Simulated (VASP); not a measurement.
Consider the following.

```
CELL_PARAMETERS angstrom
      0.00000     2.73000     2.73000
      2.73000     0.00000     2.73000
      2.73000     2.73000     0.00000
ATOMIC_POSITIONS crystal
  Mg 0.00000 0.00000 0.00000
  Se 0.50000 0.50000 0.50000
```

These are PBE GGA, VASP's PBE PAW potentials (set 64) (plane waves; VASP) values and carry that method's errors. Run with 300 eV cut-off, 8×8×8 Γ-centred mesh, Fermi-Dirac smearing of 0.010 eV, potentials Mg Se.

### Question
Give the energies of bands 2 to 7 at the high-symmetry points, in eV from the valence-band maximum.

### Answer

| band | Γ | X | U | L | W |
|---|---|---|---|---|---|
| 2 | 0.00 | -4.24 | -3.75 | -4.92 | -3.30 |
| 3 | 0.00 | -1.77 | -3.32 | -0.58 | -3.30 |
| 4 | 0.00 | -1.77 | -1.43 | -0.58 | -2.54 |
| 5 | 2.56 | 1.79 | 3.04 | 3.82 | 4.52 |
| 6 | 7.41 | 3.97 | 6.28 | 6.09 | 6.96 |
| 7 | 7.41 | 11.71 | 8.92 | 6.09 | 7.56 |

The gap is indirect, 1.79 eV, from the valence maximum at Γ to the conduction minimum at X.

The structure is a typed MgSe crystal (Fm-3m). The cell was not relaxed at this level.
